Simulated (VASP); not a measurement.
Crystal: MoS2.

```
Mo S
1.0
     3.16900    0.00000    0.00000
    -1.58450    2.74443    0.00000
     0.00000    0.00000   12.32400
Mo S
2 4
Direct
  0.33333 0.66667 0.25000
  0.66667 0.33333 0.75000
  0.33333 0.66667 0.62300
  0.66667 0.33333 0.12300
  0.33333 0.66667 0.87700
  0.66667 0.33333 0.37700
```

| Quantity | Value |
| --- | --- |
| Program | VASP 6.6.1 |
| Task | relaxation of cell and atoms |
| Functional | PBE |
| Potentials or basis | VASP PAW PBE potentials, release 64 (Mo, S) |
| Cutoff | 300 eV |
| k mesh | 6 × 6 × 2 |
| Occupations | gaussian, width 0.03 eV |
| Spin | no spin polarisation |

At the start: pressure 1.4 GPa; volume 17.86 Å³/atom.

Question: How do energy, volume and symmetry change on relaxing?

Answer: Over 11 steps the energy falls by 6.8 meV/atom and the volume is 18.99 Å³/atom (+6.3 %); space group P6_3/mmc (No. 194, to 0.05 Å).

Step by step:
| step | energy change (eV) | largest force (eV/Å) | pressure (GPa) | volume (Å³) |
| --- | --- | --- | --- | --- |
| 1 | 0.0000 | 0.0484 | 1.42 | 107.18 |
| 2 | 0.0014 | 0.4045 | -1.84 | 109.66 |
| 3 | -0.0054 | 0.2178 | -0.15 | 108.34 |
| 4 | -0.0128 | 0.1489 | -0.14 | 109.02 |
| 5 | -0.0220 | 0.0217 | -0.08 | 110.66 |
| 6 | -0.0279 | 0.0011 | -0.08 | 111.05 |
| 7 | -0.0377 | 0.0653 | -0.02 | 112.20 |
| 8 | -0.0384 | 0.0870 | 0.00 | 112.58 |
| 9 | -0.0398 | 0.0106 | 0.35 | 112.95 |
| 10 | -0.0399 | 0.0178 | 0.48 | 113.09 |
| 11 | -0.0409 | 0.0028 | 0.02 | 113.95 |

Final structure:
```
Mo S
1.0
     3.17893    0.00000    0.00000
    -1.58947    2.75304    0.00000
     0.00000    0.00000   13.01993
Mo S
2 4
Direct
  0.33333 0.66667 0.25000
  0.66667 0.33333 0.75000
  0.33333 0.66667 0.62990
  0.66667 0.33333 0.12990
  0.33333 0.66667 0.87010
  0.66667 0.33333 0.37010
```

Caveat: the cutoff is under 1.25 times the usual one of these potentials, so pressure, stress and relaxed cells hold a basis-set (Pulay) error; this functional lacks dispersion, which binds the layers, so the pressure and a relaxed spacing across them are unreliable.
